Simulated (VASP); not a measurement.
Data:

```
CELL_PARAMETERS angstrom
      0.00002     5.54834     5.52804
      5.54834     0.00002     5.52804
      2.77418     2.77418     0.00000
ATOMIC_POSITIONS crystal
  Zn 0.98230 0.98230 0.03540
  Zn 0.99048 0.52545 0.98408
  Zn 0.52545 0.99048 0.98408
  Zn 0.50135 0.50135 0.99730
  Te 0.12655 0.12655 0.24689
  S  0.12647 0.62288 0.25065
  S  0.62288 0.12647 0.25065
  S  0.62453 0.62453 0.25095
```

Method: PBEsol GGA, VASP's PBE PAW potentials (set 64) (plane waves; VASP). Run with 400 eV cut-off, Gaussian smearing of 0.050 eV, potentials Zn Te S.

Unless said otherwise, spin-orbit coupling is left out, though it shifts the bands of the heavy elements here.

Problem. What does the run give for the band gap (along the path) with the smallest direct gap where there is one?

Solution. 
* **band gap (along the path)**: 0.65 eV
* **smallest direct gap (along the path)**: 0.65 eV

Only differences to runs with the same potentials and settings are physical.

The structure was generated: Zn4S3Te was put into an ordered model structure (Amm2), which need not be its known phase. It was relaxed first.
